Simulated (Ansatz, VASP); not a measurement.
**ZrB2: VASP beside Ansatz**

One calculation is typed for both programs; each brings its own data sets. How far apart do they land? The cell is taken from a series of runs on this material, whose earlier steps may have relaxed, scaled, displaced or heated it; both programs get it as it stands.

Method: plane waves, with VASP 6.6.1 beside it; zone-centre phonons at PBEsol, in Ansatz 0.2.0.

## 1. The starting structure

The structure is hexagonal, space group P6/mmm (No. 191). The conventional cell has a = 3.218 Å, b = 3.218 Å, c = 3.468 Å, α = 90.00°, β = 90.00°, γ = 120.00°. Nearest to B lie 3 B at 1.86 Å and 6 Zr at 2.54 Å. Nearest to Zr lie 12 B at 2.54 Å. Farther neighbours are not listed.

## 2. VASP: zone-centre phonons, PBEsol

Second derivatives magnify differences that forces hide, and they need a tight electronic threshold.

Lines of VASP's logs that name or quote its potential files are left out, and so is its time.

File INCAR:

```
SYSTEM = ZrB2
PREC = Accurate
ENCUT = 500
EDIFF = 1E-08
NELM = 120
ISMEAR = 1
SIGMA = 0.2
LREAL = .FALSE.
ALGO = Normal
GGA = PS
NBANDS = 15
LASPH = .TRUE.
LORBIT = 11
LWAVE = .FALSE.
LCHARG = .FALSE.
ISIF = 2
IBRION = 8
GGA_COMPAT = .FALSE.
KPAR = 2
```

File POSCAR:

```
ZrB2
1.0
    3.2178338499      0.0000000000      0.0000000000
   -1.6089169249      2.7867258592      0.0000000000
    0.0000000000      0.0000000000      3.4684137371
B Zr
2 1
Direct
    0.3333333333      0.6666666667      0.5000000000
    0.6666666667      0.3333333333      0.5000000000
    0.0000000000      0.0000000000      0.0000000000
```

File KPOINTS:

```
Automatic mesh
0
Gamma
15 15 12
0 0 0
```

The projector-augmented-wave data sets are B and Zr_sv (PBE family, release 64).

Started as:

```console
$ mpirun -np 2 vasp_std
```

Numbers of over 12 decimals in the logs are rounded to 6 here.

The log of the run:

```text
[banner, memory and clock lines left out]
running    2 mpi-ranks, on    1 nodes
 distrk:  each k-point on    1 cores,    2 groups
 distr:  one band on    1 cores,    1 groups

 POSCAR found type information on POSCAR B Zr
 POSCAR found :  2 types and       3 ions
|                                                                             |
|               ----> ADVICE to this user running VASP <----                  |
|                                                                             |
|     You enforced a specific xc type in the INCAR file but a different       |
|     [... a line on the potential file left out ...]
|     I HOPE YOU KNOW WHAT YOU ARE DOING!                                     |
|                                                                             |

 LDA part: xc-table for (Slater+PW92), standard interpolation
 POSCAR, INCAR and KPOINTS ok, starting setup
 FFT: planning ... GRIDC
 FFT: planning ... GRID_SOFT
 FFT: planning ... GRID
 WAVECAR not read
 entering main loop
       N       E                     dE             d eps       ncg     rms          rms(c)
DAV:   1     0.995157799458E+02    0.99516E+02   -0.95271E+03  5670   0.116E+03
DAV:   2    -0.245924502356E+02   -0.12411E+03   -0.11949E+03  7105   0.297E+02
DAV:   3    -0.286975134642E+02   -0.41051E+01   -0.40854E+01  9086   0.471E+01
DAV:   4    -0.287721773794E+02   -0.74664E-01   -0.74652E-01  6531   0.579E+00
DAV:   5    -0.287738106387E+02   -0.16333E-02   -0.16332E-02  8835   0.625E-01    0.221E+01
DAV:   6    -0.264173940745E+02    0.23564E+01   -0.55093E+00  7071   0.163E+01    0.909E+00
DAV:   7    -0.263671721724E+02    0.50222E-01   -0.67178E-01  8519   0.520E+00    0.312E+00
DAV:   8    -0.263664317597E+02    0.74041E-03   -0.89963E-02  6846   0.257E+00    0.523E-01
DAV:   9    -0.263629579611E+02    0.34738E-02   -0.17307E-02  7159   0.102E+00    0.164E-01
DAV:  10    -0.263628021377E+02    0.15582E-03   -0.98113E-04  6774   0.293E-01    0.378E-02
DAV:  11    -0.263628063149E+02   -0.41772E-05   -0.44886E-05  8200   0.626E-02    0.118E-02
DAV:  12    -0.263628049934E+02    0.13215E-05   -0.24237E-06  7419   0.118E-02    0.428E-03
DAV:  13    -0.263628048506E+02    0.14282E-06   -0.41744E-07  8068   0.516E-03    0.174E-03
DAV:  14    -0.263628047846E+02    0.66001E-07   -0.34818E-08  6272   0.186E-03    0.328E-04
DAV:  15    -0.263628047650E+02    0.19652E-07   -0.20439E-09  3381   0.408E-04    0.136E-04
DAV:  16    -0.263628047563E+02    0.86316E-08   -0.76185E-10  3080   0.240E-04
   1 F= -.26362805E+02 E0= -.26362869E+02  d E =0.192693E-03
 Linear response reoptimize wavefunctions to high precision
DAV:   1    -0.263628047554E+02    0.91381E-09   -0.21793E-10  3703   0.106E-04
DAV:   2    -0.263628047554E+02   -0.81855E-11   -0.80334E-11  3024   0.504E-05
 Linear response DOF=           4
 Linear response progress:
  Degree of freedom:   1/  4
       N       E                     dE             d eps       ncg     rms          rms(c)
RMM:   1    -0.467365514040E-01   -0.46737E-01   -0.21172E-02 57807   0.103E+00
RMM:   2    -0.419271084225E-01    0.48094E-02   -0.23009E-03 47379   0.248E-01    0.134E-01
RMM:   3    -0.419103563782E-01    0.16752E-04   -0.64145E-04 45233   0.122E-01    0.669E-02
RMM:   4    -0.423451172793E-01   -0.43476E-03   -0.38754E-04 44880   0.944E-02    0.839E-03
RMM:   5    -0.423474543349E-01   -0.23371E-05   -0.50803E-05 52290   0.273E-02    0.226E-03
RMM:   6    -0.423484399017E-01   -0.98557E-06   -0.97758E-06 55823   0.980E-03    0.112E-03
RMM:   7    -0.423450049761E-01    0.34349E-05   -0.16967E-06 56397   0.448E-03    0.279E-04
RMM:   8    -0.423467213032E-01   -0.17163E-05    0.27391E-08 58359   0.204E-03    0.135E-04
RMM:   9    -0.423461846258E-01    0.53668E-06    0.23408E-07 58906   0.957E-04    0.346E-05
RMM:  10    -0.423464063309E-01   -0.22171E-06   -0.10095E-07 58708   0.471E-04    0.230E-05
RMM:  11    -0.423462618058E-01    0.14453E-06    0.54744E-08 59030   0.236E-04    0.701E-06
RMM:  12    -0.423462677452E-01   -0.59394E-08   -0.79404E-09 59370   0.121E-04    0.572E-06
 first order change of Fermi-energy   0.22995E-04
 force on displaced ion       1 direction 1 : -13.346  -0.001   0.000
 Linear response progress:
  Degree of freedom:   2/  4
       N       E                     dE             d eps       ncg     rms          rms(c)
RMM:   1    -0.460644255039E-01   -0.46064E-01   -0.30856E-03 20152   0.107E+00
RMM:   2    -0.435756732081E-01    0.24888E-02   -0.18497E-03 16318   0.239E-01    0.110E-01
RMM:   3    -0.435901715623E-01   -0.14498E-04   -0.76392E-04 15963   0.131E-01    0.517E-02
RMM:   4    -0.439643502508E-01   -0.37418E-03   -0.30797E-04 16839   0.846E-02    0.111E-02
RMM:   5    -0.440227237646E-01   -0.58374E-04   -0.50242E-05 18460   0.316E-02    0.360E-03
RMM:   6    -0.440314485667E-01   -0.87248E-05   -0.11415E-05 19374   0.124E-02    0.730E-04
RMM:   7    -0.440250869837E-01    0.63616E-05   -0.90995E-07 19820   0.528E-03    0.228E-04
RMM:   8    -0.440258037655E-01   -0.71678E-06   -0.80805E-07 19663   0.256E-03    0.123E-04
RMM:   9    -0.440250395535E-01    0.76421E-06   -0.49209E-07 19596   0.131E-03    0.892E-05
RMM:  10    -0.440255364943E-01   -0.49694E-06   -0.36854E-07 19868   0.717E-04    0.918E-06
RMM:  11    -0.440255424066E-01   -0.59124E-08   -0.18933E-07 21127   0.355E-04    0.129E-05
RMM:  12    -0.440255383744E-01    0.40323E-08   -0.91355E-08 20771   0.178E-04    0.931E-06
 first order change of Fermi-energy  -0.11918E-03
 force on displaced ion       1 direction 3 :   0.000  -0.000  -9.561
 Linear response progress:
  Degree of freedom:   3/  4
       N       E                     dE             d eps       ncg     rms          rms(c)
RMM:   1    -0.691903022728E+00   -0.69190E+00    0.29545E+00 15413   0.150E+01
RMM:   2    -0.636321851116E+00    0.55581E-01   -0.18961E-01 21303   0.284E+00    0.172E-01
RMM:   3    -0.637604437515E+00   -0.12826E-02   -0.32424E-02 25630   0.874E-01    0.548E-02
RMM:   4    -0.639157415049E+00   -0.15530E-02   -0.55507E-03 31687   0.305E-01    0.318E-02
RMM:   5    -0.639655362382E+00   -0.49795E-03   -0.10284E-03 31736   0.120E-01    0.187E-02
RMM:   6    -0.639632817421E+00    0.22545E-04   -0.14630E-04 31847   0.525E-02    0.243E-03
RMM:   7    -0.639609617519E+00    0.23200E-04   -0.43826E-05 33126   0.252E-02    0.395E-03
RMM:   8    -0.639601099205E+00    0.85183E-05   -0.24066E-05 32879   0.143E-02    0.858E-04
RMM:   9    -0.639606471813E+00   -0.53726E-05   -0.11545E-05 33866   0.856E-03    0.138E-04
RMM:  10    -0.639607460217E+00   -0.98840E-06   -0.95993E-06 34373   0.556E-03    0.185E-04
RMM:  11    -0.639607962986E+00   -0.50277E-06   -0.63235E-06 35197   0.394E-03    0.219E-04
RMM:  12    -0.639605079739E+00    0.28832E-05   -0.55951E-06 33658   0.306E-03    0.209E-04
RMM:  13    -0.639604107591E+00    0.97215E-06   -0.42931E-06 34337   0.241E-03    0.301E-04
RMM:  14    -0.639606895741E+00   -0.27882E-05   -0.38240E-06 30927   0.203E-03    0.189E-04
[...]
RMM:  37    -0.639621240597E+00   -0.22171E-08   -0.30625E-07 16667   0.151E-04    0.135E-05
RMM:  38    -0.639621245512E+00   -0.49146E-08   -0.28409E-07 15612   0.140E-04    0.157E-05
RMM:  39    -0.639621256130E+00   -0.10619E-07   -0.26408E-07 16192   0.131E-04    0.175E-05
RMM:  40    -0.639621277208E+00   -0.21078E-07   -0.24489E-07 19856   0.122E-04    0.188E-05
RMM:  41    -0.639621290072E+00   -0.12864E-07   -0.22821E-07 18125   0.113E-04    0.202E-05
RMM:  42    -0.639621293853E+00   -0.37803E-08   -0.21246E-07 14523   0.106E-04    0.217E-05
RMM:  43    -0.639621306315E+00   -0.12463E-07   -0.19764E-07 19098   0.989E-05    0.229E-05
RMM:  44    -0.639621314141E+00   -0.78253E-08   -0.18469E-07 15445   0.923E-05    0.241E-05
 first order change of Fermi-energy   0.10625E-03
 force on displaced ion       3 direction 1 : -13.206  -0.000   0.000
 Linear response progress:
  Degree of freedom:   4/  4
       N       E                     dE             d eps       ncg     rms          rms(c)
RMM:   1    -0.751123067520E+00   -0.75112E+00    0.27269E+00  6579   0.148E+01
RMM:   2    -0.695362386116E+00    0.55761E-01   -0.17022E-01  8829   0.271E+00    0.195E-01
RMM:   3    -0.698220221405E+00   -0.28578E-02   -0.36188E-02 10374   0.819E-01    0.626E-02
RMM:   4    -0.700545922452E+00   -0.23257E-02   -0.69712E-03 12048   0.285E-01    0.390E-02
RMM:   5    -0.700853730889E+00   -0.30781E-03   -0.11110E-03 12630   0.105E-01    0.248E-02
RMM:   6    -0.700711393248E+00    0.14234E-03   -0.12796E-04 12549   0.494E-02    0.622E-03
RMM:   7    -0.700764620663E+00   -0.53227E-04   -0.45429E-05 12820   0.228E-02    0.477E-03
RMM:   8    -0.700753006096E+00    0.11615E-04   -0.31346E-05 13199   0.122E-02    0.112E-03
RMM:   9    -0.700757283338E+00   -0.42772E-05   -0.22307E-05 13657   0.710E-03    0.701E-04
RMM:  10    -0.700760407908E+00   -0.31246E-05   -0.17595E-05 13428   0.491E-03    0.169E-04
RMM:  11    -0.700761615701E+00   -0.12078E-05   -0.14363E-05 13569   0.339E-03    0.366E-05
RMM:  12    -0.700762237378E+00   -0.62168E-06   -0.11709E-05 14127   0.252E-03    0.626E-05
RMM:  13    -0.700761023777E+00    0.12136E-05   -0.94993E-06 13206   0.196E-03    0.135E-04
RMM:  14    -0.700763213594E+00   -0.21898E-05   -0.78105E-06 12888   0.159E-03    0.517E-05
RMM:  15    -0.700764108097E+00   -0.89450E-06   -0.64834E-06 13765   0.124E-03    0.451E-05
RMM:  16    -0.700764010675E+00    0.97422E-07   -0.52640E-06 13707   0.988E-04    0.564E-05
RMM:  17    -0.700764038562E+00   -0.27887E-07   -0.45593E-06 13529   0.820E-04    0.762E-05
RMM:  18    -0.700764008147E+00    0.30414E-07   -0.36543E-06 13811   0.667E-04    0.851E-05
RMM:  19    -0.700763992775E+00    0.15372E-07   -0.32269E-06 13583   0.554E-04    0.957E-05
RMM:  20    -0.700764450497E+00   -0.45772E-06   -0.25910E-06 12137   0.480E-04    0.927E-05
RMM:  21    -0.700765083361E+00   -0.63286E-06   -0.23050E-06 12949   0.415E-04    0.803E-05
 first order change of Fermi-energy   0.56795E-03
 force on displaced ion       3 direction 3 :   0.000  -0.000 -14.288
 Linear response finished
```

Parts of OUTCAR (step 2):

```text
ion  position               nearest neighbor table
   1  0.333  0.667  0.500-   2 1.86   2 1.86   2 1.86   3 2.54   3 2.54   3 2.54   3 2.54   3 2.54
                             3 2.54
   2  0.667  0.333  0.500-   1 1.86   1 1.86   1 1.86   3 2.54   3 2.54   3 2.54   3 2.54   3 2.54
                             3 2.54
   3  0.000  0.000  0.000-   1 2.54   2 2.54   1 2.54   2 2.54   2 2.54   2 2.54   1 2.54   1 2.54
                             2 2.54   2 2.54   1 2.54   1 2.54

  LATTYP: Found a hexagonal cell.
 ALAT       =     3.2178338499
 C/A-ratio  =     1.0778722267

 Subroutine GETGRP returns: Found 24 space group operations
 (whereof 24 operations were pure point group operations)

The static configuration has the point symmetry D_6h.

 Found    189 irreducible k-points:

   k-points           NKPTS =    189   k-points in BZ     NKDIM =    189   number of bands    NBANDS=     15

   dimension x,y,z NGX =    24 NGY =   24 NGZ =   28
   dimension x,y,z NGXF=    48 NGYF=   48 NGZF=   56

   ENCUT  =  500.0 eV  36.75 Ry    6.06 a.u.   5.87  5.87  6.32*2*pi/ulx,y,z

   NELECT =      18.0000    total number of electrons

 k-points in reciprocal lattice and weights: Automatic mesh
   0.00000000  0.00000000  0.00000000       0.000
   0.06666667 -0.00000000  0.00000000       0.002
   0.13333333  0.00000000  0.00000000       0.002
   0.20000000  0.00000000  0.00000000       0.002
   0.26666667  0.00000000  0.00000000       0.002
   0.33333333  0.00000000  0.00000000       0.002
   0.40000000  0.00000000  0.00000000       0.002
   0.46666667  0.00000000  0.00000000       0.002
   0.06666667  0.06666667  0.00000000       0.002
[...]
0.33333333  0.26666667  0.50000000       0.004
   0.33333333  0.33333333  0.50000000       0.001

 average (electrostatic) potential at core
       1 -22.3666       2 -22.3666       3 -72.7203

  Total       -2.0030521     -2.0030521      0.0512852     -0.0000000      0.0000000     -0.0000000
  in kB     -103.1844050   -103.1844050      2.6418858     -0.0000000      0.0000000     -0.0000000
  external PRESSURE =     -67.9089747 kB  Pullay stress =       0.0000000 kB

  energy-cutoff  :      500.00
  volume of cell :       31.10
      direct lattice vectors                 reciprocal lattice vectors
     3.217833850  0.000000000  0.000000000     0.310768065  0.179422026  0.000000000
    -1.608916925  2.786725859  0.000000000     0.000000000  0.358844052  0.000000000
     0.000000000  0.000000000  3.468413737     0.000000000  0.000000000  0.288316238

 POSITION                                       TOTAL-FORCE (eV/Angst)
 -----------------------------------------------------------------------------------
     -0.00000      1.85782      1.73421         0.000000     -0.000000      0.000000
      1.60892      0.92891      1.73421        -0.000000      0.000000     -0.000000
      0.00000      0.00000      0.00000        -0.000000      0.000000      0.000000
 -----------------------------------------------------------------------------------
    total drift:                               -0.000000      0.000000     -0.000000

 Eigenvectors and eigenvalues of the dynamical matrix
 ----------------------------------------------------

   1 f  =   21.313355 THz   133.915761 2PiTHz  710.937008 cm-1    88.144915 meV
             X         Y         Z           dx          dy          dz
     -0.000000  1.857817  1.734207    -0.352403   -0.613035    0.000000
      1.608917  0.928909  1.734207     0.352403    0.613035   -0.000000
      0.000000  0.000000  0.000000     0.000000    0.000000    0.000000

   2 f  =   21.313355 THz   133.915761 2PiTHz  710.937008 cm-1    88.144915 meV
             X         Y         Z           dx          dy          dz
     -0.000000  1.857817  1.734207    -0.613035    0.352403   -0.000000
      1.608917  0.928909  1.734207     0.613035   -0.352403    0.000000
      0.000000  0.000000  0.000000    -0.000000   -0.000000    0.000000

   3 f  =   16.460502 THz   103.424382 2PiTHz  549.063235 cm-1    68.075134 meV
             X         Y         Z           dx          dy          dz
     -0.000000  1.857817  1.734207     0.000000   -0.000000   -0.707107
      1.608917  0.928909  1.734207     0.000000    0.000000    0.707107
      0.000000  0.000000  0.000000     0.000000   -0.000000    0.000000

   4 f  =   14.128617 THz    88.772717 2PiTHz  471.279925 cm-1    58.431237 meV
             X         Y         Z           dx          dy          dz
     -0.000000  1.857817  1.734207     0.000000    0.000000   -0.635704
      1.608917  0.928909  1.734207     0.000000    0.000000   -0.635704
      0.000000  0.000000  0.000000     0.000000   -0.000000    0.437905

   5 f  =   13.583776 THz    85.349383 2PiTHz  453.106001 cm-1    56.177959 meV
             X         Y         Z           dx          dy          dz
     -0.000000  1.857817  1.734207     0.316819    0.551138    0.000000
      1.608917  0.928909  1.734207     0.316819    0.551138   -0.000000
      0.000000  0.000000  0.000000    -0.218231   -0.379633   -0.000000

   6 f  =   13.583776 THz    85.349383 2PiTHz  453.106001 cm-1    56.177959 meV
             X         Y         Z           dx          dy          dz
     -0.000000  1.857817  1.734207     0.551138   -0.316819    0.000000
      1.608917  0.928909  1.734207     0.551138   -0.316819   -0.000000
      0.000000  0.000000  0.000000    -0.379633    0.218231    0.000000

   7 f/i=    0.002407 THz     0.015124 2PiTHz    0.080289 cm-1     0.009955 meV
             X         Y         Z           dx          dy          dz
     -0.000000  1.857817  1.734207     0.043239   -0.306599    0.000000
      1.608917  0.928909  1.734207     0.043239   -0.306599    0.000000
      0.000000  0.000000  0.000000     0.125546   -0.890220    0.000000

   8 f/i=    0.002407 THz     0.015124 2PiTHz    0.080289 cm-1     0.009955 meV
             X         Y         Z           dx          dy          dz
     -0.000000  1.857817  1.734207     0.306599    0.043239   -0.000000
      1.608917  0.928909  1.734207     0.306599    0.043239   -0.000000
      0.000000  0.000000  0.000000     0.890220    0.125546   -0.000000

   9 f/i=    0.002768 THz     0.017392 2PiTHz    0.092332 cm-1     0.011448 meV
             X         Y         Z           dx          dy          dz
     -0.000000  1.857817  1.734207     0.000000    0.000000    0.309645
      1.608917  0.928909  1.734207     0.000000    0.000000    0.309645
      0.000000  0.000000  0.000000     0.000000    0.000000    0.899021

 ELASTIC MODULI CONTR FROM IONIC RELAXATION (kBar)
 Direction    XX          YY          ZZ          XY          YZ          ZX
 --------------------------------------------------------------------------------
 XX         -46.2697     46.2697     -0.0000     -0.0000      0.0000     -0.0000
 YY          46.2697    -46.2697      0.0000     -0.0000      0.0000      0.0000
 ZZ          -0.0000      0.0000     -0.0000     -0.0000      0.0000     -0.0000
 XY          -0.0000     -0.0000     -0.0000    -46.2697      0.0000      0.0000
 YZ           0.0000      0.0000      0.0000      0.0000      0.0000      0.0000
 ZX          -0.0000      0.0000     -0.0000      0.0000      0.0000     -0.0000
 --------------------------------------------------------------------------------
```

(Part 1 of 2 ends here.)

[Lines on the potential files, build, host, timing and source positions are cut from VASP's logs without a mark.]

[Logs are printed without paths, hosts, clocks, repeated set-up lines and the standing remarks that a program may print on its own settings, such as how far it seeks lower states.]

[Hosts, paths, dates, database ids (printed as entryN), source tags and the programs' standing remarks are cut or masked in the printed files.]
